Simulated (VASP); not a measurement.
The system is B2As.

```
B As
1.0
     5.49469    0.00000    0.00000
     0.00000    5.49469    0.00000
     0.00000    0.00000    2.01482
B As
4 2
Direct
  0.17680 0.32320 0.00000
  0.32320 0.82320 0.00000
  0.82320 0.67680 0.00000
  0.67680 0.17680 0.00000
  0.00000 0.00000 0.00000
  0.50000 0.50000 0.00000
```

The cell was built by a generator and needn't be a form met in nature.

* Program: VASP 6.6.1
* Task: relaxation of cell and atoms
* Functional: PBE
* Potentials or basis: VASP PAW PBE potentials, release 64 (B, As)
* Cutoff: 600 eV
* k mesh: 4 × 4 × 8
* Occupations: gaussian, width 0.1 eV
* Spin: no spin polarisation

At the start: pressure 55.4 GPa; volume 10.14 Å³/atom.

Q: Where does the relaxation end?

A: Over 32 steps the energy falls by 1213.8 meV/atom and the volume is 12.26 Å³/atom (+20.9 %); space group P4/mbm (No. 127, to 0.05 Å).

The path:
```
step  energy change (eV)  largest force (eV/Å)  pressure (GPa)  volume (Å³)
   1              0.0000                1.6392           55.42        60.83
   2             -1.7736                0.3709          -13.95        96.66
   3             -2.7453                0.8683           -0.47        78.13
   4             -2.8872                0.8799           -1.59        78.11
   5             -3.2979                0.9120           -4.36        78.02
   6             -3.9009                1.1002           -5.07        77.75
   7              5.0604               23.0846           53.16        76.81
   8             -3.9769                1.1357           -4.99        77.74
   9             -3.5298                0.7807            8.32        77.34
  10             -4.0461                1.0796           -4.04        77.68
  11             -4.0643                0.8705           -2.15        77.59
  12             -4.0797                0.8408           -2.01        77.58
  13             -4.1224                0.7537           -1.53        77.55
  14             -4.1904                0.5768           -0.30        77.49
  15             -4.2412                0.1564            3.51        77.36
  16             -4.2456                0.2510            2.00        77.40
  17             -4.3504                0.1742            1.84        77.42
  18             -4.6396                0.1228            1.61        77.48
  19             -5.0351                1.3670            1.89        77.57
  20             -4.6439                6.6334            6.76        77.62
  21             -5.1178                2.3034            2.52        77.60
  22             -5.2905                1.9696            1.13        77.74
  23             -5.7114                1.1644           -2.38        78.14
  24             -6.2088                0.1784           -7.75        78.83
  25             -6.5028                1.6921          -12.17        79.82
  26             -6.9934                1.4802           -7.65        76.78
  27             -7.1331                1.4465           -3.88        74.95
  28             -6.9900                1.1216            7.21        71.23
  29             -7.1489                1.3927           -1.34        73.95
  30             -7.1497                1.4057           -1.90        74.16
  31             -7.2557                0.6835           -0.89        73.82
  32             -7.2825                0.0045            0.14        73.56
```

Final structure:
```xyz
6
Lattice="5.3002 0.0000 0.0000 0.0000 5.3002 0.0000 0.0000 0.0000 2.6187" Properties=species:S:1:pos:R:3 pbc="T T T"
B     0.5703    2.0798    0.0000
B     2.0798    4.7299    0.0000
B     4.7299    3.2204    0.0000
B     3.2204    0.5703    0.0000
As    0.0000    0.0000    0.0000
As    2.6501    2.6501    0.0000
```

Caveat: the k mesh is coarse (spacing up to 0.39 Å⁻¹), so the values aren't converged; the volume moved by over 15 % at a fixed basis, so the end points are rough.
